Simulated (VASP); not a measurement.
Given:

```xyz
4
Lattice="1.2162 -2.1065 0.0000 1.2162 2.1065 0.0000 0.0000 0.0000 5.6657" Properties=species:S:1:pos:R:3 pbc="T T T"
C      0.0000     0.0000     1.4164
C      0.0000     0.0000     4.2493
C      1.2162     0.7022     1.4164
C      1.2162    -0.7022     4.2493
```

Calculation: PBE GGA, VASP's PBE PAW potentials (set 64) (plane waves; VASP). Settings: 620 eV cut-off, 10×10×4 Γ-centred mesh, Gaussian smearing of 0.050 eV, potentials C.

Energy and stress use the plane-wave basis of the starting cell. Without a dispersion term in the relaxation, distances and binding between the weakly bound layers, chains or molecules are unreliable, and so is what depends on them.

### Question
The ions, cell shape and volume at an external pressure of 30.0 GPa are relaxed. Which structure does the run end with?

### Answer

```xyz
4
Lattice="1.2093 -2.0947 0.0000 1.2093 2.0947 0.0000 0.0000 0.0000 5.4250" Properties=species:S:1:pos:R:3 pbc="T T T"
C      0.0000     0.0000     1.3562
C      0.0000     0.0000     4.0687
C      1.2093     0.6982     1.3562
C      1.2093    -0.6982     4.0687
```
Space group P6_3/mmc (194), at a tolerance of 0.03 Å.

### Question
How do energy and volume change from the first to the last step?

### Answer
The energy (σ→0) changes by +59.4 meV/atom and the volume by -5.3 %, in 5 ionic steps.

```json
[
 {"step": "1", "E(σ→0) (eV)": "-36.4741", "max force (eV/Å)": "0.000", "pressure (GPa)": "20.03", "volume (Å³)": "29.03"},
 {"step": "2", "E(σ→0) (eV)": "-36.0822", "max force (eV/Å)": "0.000", "pressure (GPa)": "48.85", "volume (Å³)": "27.17"},
 {"step": "3", "E(σ→0) (eV)": "-36.3666", "max force (eV/Å)": "0.000", "pressure (GPa)": "29.83", "volume (Å³)": "28.34"},
 {"step": "4", "E(σ→0) (eV)": "-36.2952", "max force (eV/Å)": "0.000", "pressure (GPa)": "29.85", "volume (Å³)": "27.83"},
 {"step": "5", "E(σ→0) (eV)": "-36.2364", "max force (eV/Å)": "0.000", "pressure (GPa)": "29.99", "volume (Å³)": "27.48"}
]
```

The compound is C in the graphite structure. This run relaxes it under an external pressure of 30 GPa. Symmetry was kept, so distortions that lower it aren't found.
